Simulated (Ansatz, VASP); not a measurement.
# Cross-check of SrLiCO3F between VASP and Ansatz

Wanted: the spread between two codes on one cell, functional and k mesh. The cell is invented: As first built, before any earlier steps moved the atoms (in the runner's words): Li for K in the KSrCO3F structure of space group P-6m2. It may not be a known or stable phase. The two relaxations start from unlike cells of this crystal (the structure described is Ansatz's start), so only their ends are compared.

Method: plane waves, with VASP 6.6.1 beside it; relaxation of cell and atoms at PBEsol, in Ansatz 0.2.0.

**1. The starting structure**

The structure is hexagonal, space group P-6m2 (No. 187). Conventional cell: a = 4.924 Å, b = 4.924 Å, c = 4.416 Å, α = 90.00°, β = 90.00°, γ = 120.00°. Nearest to Li lie 6 O at 2.75 Å. Nearest to Sr lie 2 F at 2.21 Å and 6 O at 2.47 Å. Nearest to C lie 3 O at 1.21 Å. Nearest to O lie 1 C at 1.21 Å and 2 Sr at 2.47 Å. Nearest to F lie 2 Sr at 2.21 Å. It derives from KSrCO3F. As first built, before any earlier steps moved the atoms (in the runner's words): Li for K in the KSrCO3F structure of space group P-6m2. Farther neighbours and most contacts between anions are not listed.

Coordinates:

```cif
data_structure
_symmetry_space_group_name_H-M 'P-6m2'
_symmetry_Int_Tables_number 187
_cell_length_a 4.9239
_cell_length_b 4.9239
_cell_length_c 4.4163
_cell_angle_alpha 90.000
_cell_angle_beta 90.000
_cell_angle_gamma 120.000
_cell_volume 92.73
loop_
_atom_site_label
_atom_site_type_symbol
_atom_site_symmetry_multiplicity
_atom_site_Wyckoff_symbol
_atom_site_fract_x
_atom_site_fract_y
_atom_site_fract_z
_atom_site_occupancy
Li1 Li 1 e 0.66667 0.33333 0.00000 1
Sr1 Sr 1 d 0.33333 0.66667 0.50000 1
C1 C 1 b 0.00000 0.00000 0.50000 1
O1 O 3 k 0.85839 0.71678 0.50000 1
F1 F 1 c 0.33333 0.66667 0.00000 1
```

**2. VASP: relaxation of cell and atoms, PBEsol**

The relaxed volume is the usual yardstick between codes: in a stiff, nearly cubic crystal its relative difference is about their pressure difference at one cell divided by the bulk modulus.

Lines of VASP's logs that name or quote its potential files are left out, and so is its time.

The input, INCAR:

```
SYSTEM = SrLiCO3F
PREC = Accurate
ENCUT = 750
EDIFF = 1E-07
NELM = 120
ISMEAR = 0
SIGMA = 0.03
LREAL = .FALSE.
ALGO = Normal
GGA = PS
NBANDS = 28
LORBIT = 11
LWAVE = .FALSE.
LCHARG = .FALSE.
ISIF = 3
IBRION = 2
NSW = 80
EDIFFG = -0.005
LASPH = .TRUE.
GGA_COMPAT = .FALSE.
NELMIN = 4
EFERMI = MIDGAP
KPAR = 2
```

The input, POSCAR:

```
SrLiCO3F
1.0
    5.1498658543     -0.0000000274      0.0000000000
   -2.5749334738      4.4599146559      0.0000000000
    0.0000000000      0.0000000000      4.5534461615
Li Sr C O F
1 1 1 3 1
Direct
    0.6666668411      0.3333334115      0.0000000000
    0.3333333619      0.6666665885      0.4999998868
    0.0000000000      0.0000000000      0.4999998868
    0.8542748284      0.7085493069      0.4999998868
    0.8542745751      0.1457253471      0.4999998868
    0.2914507996      0.1457253459      0.4999998868
    0.3333333619      0.6666665885      0.0000000000
```

The input, KPOINTS:

```
Automatic mesh
0
Gamma
6 6 6
0 0 0
```

The projector-augmented-wave data sets are Li_sv, Sr_sv, C, O and F (PBE family, release 64).

Run with:

```bash
$ mpirun -np 2 vasp_std
```

Numbers of over 12 decimals in the logs are rounded to 6 here.

The log of the run:

```text
[banner, memory and clock lines left out]
running    2 mpi-ranks, on    1 nodes
 distrk:  each k-point on    1 cores,    2 groups
 distr:  one band on    1 cores,    1 groups

 POSCAR found type information on POSCAR LiSrC O F
 POSCAR found :  5 types and       7 ions
|                                                                             |
|               ----> ADVICE to this user running VASP <----                  |
|                                                                             |
|     You enforced a specific xc type in the INCAR file but a different       |
|     [... a line on the potential file left out ...]
|     I HOPE YOU KNOW WHAT YOU ARE DOING!                                     |
|                                                                             |

 LDA part: xc-table for (Slater+PW92), standard interpolation
 POSCAR, INCAR and KPOINTS ok, starting setup
 FFT: planning ... GRIDC
 FFT: planning ... GRID_SOFT
 FFT: planning ... GRID
 WAVECAR not read
 entering main loop
       N       E                     dE             d eps       ncg     rms          rms(c)
DAV:   1     0.364094309768E+03    0.36409E+03   -0.26901E+04  1568   0.191E+03
DAV:   2    -0.220333404428E+02   -0.38613E+03   -0.37631E+03  1992   0.392E+02
DAV:   3    -0.493234092521E+02   -0.27290E+02   -0.27178E+02  2268   0.105E+02
DAV:   4    -0.512911194589E+02   -0.19677E+01   -0.19645E+01  2784   0.172E+01
DAV:   5    -0.513317398051E+02   -0.40620E-01   -0.40619E-01  2100   0.251E+00    0.245E+01
DAV:   6    -0.472468815212E+02    0.40849E+01   -0.15891E+01  1740   0.220E+01    0.195E+01
DAV:   7    -0.470332981699E+02    0.21358E+00   -0.87015E-01  2244   0.565E+00    0.933E+00
DAV:   8    -0.469296160235E+02    0.10368E+00   -0.25228E-01  2224   0.316E+00    0.117E+00
DAV:   9    -0.469269971152E+02    0.26189E-02   -0.46350E-02  2664   0.115E+00    0.535E-01
DAV:  10    -0.469304704317E+02   -0.34733E-02   -0.54780E-03  1884   0.419E-01    0.298E-01
DAV:  11    -0.469320153194E+02   -0.15449E-02   -0.28209E-03  1916   0.307E-01    0.550E-02
DAV:  12    -0.469322013508E+02   -0.18603E-03   -0.53500E-04  2036   0.129E-01    0.276E-02
DAV:  13    -0.469322595268E+02   -0.58176E-04   -0.53117E-05  2044   0.399E-02    0.121E-02
DAV:  14    -0.469322654581E+02   -0.59313E-05   -0.73374E-06  2096   0.151E-02    0.336E-03
DAV:  15    -0.469322659227E+02   -0.46463E-06   -0.72613E-07  2060   0.502E-03    0.134E-03
DAV:  16    -0.469322659870E+02   -0.64320E-07   -0.11823E-07  1684   0.206E-03
   1 F= -.46932266E+02 E0= -.46932266E+02  d E =-.469323E+02
[...]
2 F= -.46932337E+02 E0= -.46932337E+02  d E =-.706360E-04
[...]
3 F= -.46932338E+02 E0= -.46932338E+02  d E =-.718445E-04
[...]
4 F= -.46932369E+02 E0= -.46932369E+02  d E =-.314620E-04
 trial-energy change:   -0.000031  1 .order   -0.000031   -0.000054   -0.000009
 step:   0.3794(harm=  0.3794)  dis= 0.00075  next Energy=   -46.932370 (dE=-0.323E-04)
 bond charge predicted
       N       E                     dE             d eps       ncg     rms          rms(c)
DAV:   1    -0.469323750134E+02   -0.57406E-05   -0.35223E-04  1592   0.120E-01    0.196E-02
DAV:   2    -0.469323708677E+02    0.41458E-05   -0.23815E-05  1812   0.301E-02    0.475E-03
DAV:   3    -0.469323704247E+02    0.44296E-06   -0.10819E-06  1984   0.730E-03    0.375E-03
DAV:   4    -0.469323703274E+02    0.97320E-07   -0.34723E-07  2088   0.322E-03
   5 F= -.46932370E+02 E0= -.46932370E+02  d E =-.324959E-04
 curvature:  -0.45 expect dE=-0.424E-06 dE for cont linesearch -0.536E-08
 trial: gam= 0.01472 g(F)=  0.191E-07 g(S)=  0.928E-06 ort = 0.219E-05 (trialstep = 0.330E+00)
 search vector abs. value=  0.110E-05
 reached required accuracy - stopping structural energy minimisation
```

Parts of OUTCAR (step 2):

```text
ion  position               nearest neighbor table
   1  0.667  0.333  0.000-   2 3.74   2 3.74   2 3.74   2 3.74   2 3.74   2 3.74
   2  0.333  0.667  0.500-   7 2.28   7 2.28   4 2.58   5 2.58   5 2.58   6 2.58   6 2.58   4 2.58
                             3 2.97   3 2.97   3 2.97   1 3.74   1 3.74   1 3.74   1 3.74   1 3.74
   3  0.000  0.000  0.500-   4 1.30   6 1.30   5 1.30   2 2.97   2 2.97   2 2.97
   4  0.854  0.709  0.500-   3 1.30   2 2.58   2 2.58
   5  0.854  0.146  0.500-   3 1.30   2 2.58   2 2.58
   6  0.291  0.146  0.500-   3 1.30   2 2.58   2 2.58
   7  0.333  0.667  0.000-   2 2.28   2 2.28

  LATTYP: Found a hexagonal cell.
 ALAT       =     5.1498658543
 C/A-ratio  =     0.8841873343

 Subroutine GETGRP returns: Found 12 space group operations
 (whereof 12 operations were pure point group operations)

The static configuration has the point symmetry D_3h.

 Found     28 irreducible k-points:

   k-points           NKPTS =     28   k-points in BZ     NKDIM =     28   number of bands    NBANDS=     28

   dimension x,y,z NGX =    48 NGY =   48 NGZ =   42
   dimension x,y,z NGXF=    96 NGYF=   96 NGZF=   84

   ENCUT  =  750.0 eV  55.12 Ry    7.42 a.u.  11.50 11.50 10.17*2*pi/ulx,y,z

   NELECT =      42.0000    total number of electrons

 k-points in reciprocal lattice and weights: Automatic mesh
   0.00000000  0.00000000  0.00000000       0.005
   0.16666667  0.00000000  0.00000000       0.028
   0.33333333  0.00000000  0.00000000       0.028
   0.50000000  0.00000000  0.00000000       0.014
   0.16666667  0.16666667  0.00000000       0.028
   0.33333333  0.16666667  0.00000000       0.056
   0.33333333  0.33333333  0.00000000       0.009
   0.00000000  0.00000000  0.16666667       0.009
   0.16666667  0.00000000  0.16666667       0.056
[...]
0.33333333  0.16666667  0.50000000       0.056
   0.33333333  0.33333333  0.50000000       0.009

 average (electrostatic) potential at core
       1 -65.2469       2 -37.2912       3 -56.5897       4 -74.1346       5 -74.1346
       6 -74.1346       7 -77.5876

 E-fermi :   1.6888

 k-point     1 :       0.0000    0.0000    0.0000
  band No.  band energies     occupation
    ...
     17      -1.4367      2.00000
     18      -1.4367      2.00000
     19      -1.2948      2.00000
     20      -1.2948      2.00000
     21      -0.0739      2.00000
     22       3.4482      0.00000
     23       4.9739      0.00000
     24       7.1590      0.00000
     25       7.1590      0.00000
     26       7.3327      0.00000
    ...

 k-point     2 :       0.1667    0.0000    0.0000
  band No.  band energies     occupation
    ...
     17      -1.6082      2.00000
     18      -1.5280      2.00000
     19      -1.4495      2.00000
     20      -1.3582      2.00000
     21      -0.2380      2.00000
     22       3.7117      0.00000
     23       5.1152      0.00000
     24       6.9204      0.00000
     25       7.3619      0.00000
     26       7.4199      0.00000
    ...

 k-point     3 :       0.3333    0.0000    0.0000
  band No.  band energies     occupation
    ...
     17      -2.1056      2.00000
     18      -1.7033      2.00000
     19      -1.4809      2.00000
     20      -1.4751      2.00000
     21      -0.5373      2.00000
     22       4.3706      0.00000
     23       5.4362      0.00000
     24       6.2839      0.00000
     25       7.6007      0.00000
     26       7.6596      0.00000
    ...

  Total        0.0056961      0.0056961     -0.0083512     -0.0000000      0.0000000      0.0000000
  in kB        0.0870459      0.0870459     -0.1276215     -0.0000000      0.0000000      0.0000000
  external PRESSURE =       0.0154901 kB  Pullay stress =       0.0000000 kB

  energy-cutoff  :      750.00
  volume of cell :      104.84
      direct lattice vectors                 reciprocal lattice vectors
     5.154172681 -0.000000028 -0.000000000     0.194017559  0.112016114 -0.000000000
    -2.577086888  4.463644478 -0.000000000     0.000000001  0.224032180 -0.000000000
     0.000000000  0.000000000  4.557108862     0.000000000  0.000000000  0.219437374

 POSITION                                       TOTAL-FORCE (eV/Angst)
 -----------------------------------------------------------------------------------
      2.57709      1.48788      4.55711        -0.000000      0.000000      0.000000
     -0.00000      2.97576      2.27855        -0.000000      0.000000      0.000000
      0.00000      0.00000      2.27855        -0.000000      0.000000      0.000000
      2.57709      3.16379      2.27855        -0.000000      0.000363      0.000000
      4.02846      0.64993      2.27855         0.000314     -0.000182      0.000000
      1.12571      0.64993      2.27855        -0.000314     -0.000182      0.000000
     -0.00000      2.97576      4.55711         0.000000     -0.000000      0.000000
 -----------------------------------------------------------------------------------
    total drift:                               -0.002379      0.000873      0.003075

  FREE ENERGIE OF THE ION-ELECTRON SYSTEM (eV)
  ---------------------------------------------------
  free  energy   TOTEN  =       -46.9323703274 eV

  energy  without entropy=      -46.9323703274  energy(sigma->0) =      -46.93237033

 reached required accuracy - stopping structural energy minimisation

 total charge
# of ion       s       p       d       tot
------------------------------------------
    1        1.988   0.008   0.000   1.997
    2        2.008   5.802   0.251   8.062
    3        0.851   1.694   0.000   2.545
    4        1.560   3.565   0.000   5.125
    5        1.560   3.565   0.000   5.125
    6        1.560   3.565   0.000   5.125
    7        1.729   4.363   0.000   6.091
--------------------------------------------------
tot         11.256  22.561   0.251  34.068

[... 3 further parts left out ...]
```

CONTCAR:

```
SrLiCO3F
   1.00000000000000
     5.1541726814407101   -0.0000000279737327   -0.0000000000000000
    -2.5770868883045401    4.4636444778660422   -0.0000000000000000
     0.0000000000000000    0.0000000000000000    4.5571088620913569
  Li              Sr              C               O               F
     1     1     1     3     1
Direct
     0.6666668411000032    0.3333334115000000    1.0000000000000000
     0.3333333619000030    0.6666665885000000    0.4999998867999977
     0.0000000000000000    0.0000000000000000    0.4999998867999977
     0.8543953511758148    0.7087903524516170    0.4999998867999977
     0.8543950978758098    0.1456048243241905    0.4999998867999977
     0.2912097540483760    0.1456048231241835    0.4999998867999977
     0.3333333619000030    0.6666665885000000    1.0000000000000000
```

The run keeps the 12 symmetry operations of its start, so it cannot find a distortion of lower symmetry.

[end of part 1 of 2]

[Lines on the potential files, build, host, timing and source positions are cut from VASP's logs without a mark.]

[Logs are printed without paths, hosts, clocks, repeated set-up lines and the standing remarks that a program may print on its own settings, such as how far it seeks lower states.]

[Hosts, paths, dates, database ids (printed as entryN), source tags and the programs' standing remarks are cut or masked in the printed files.]
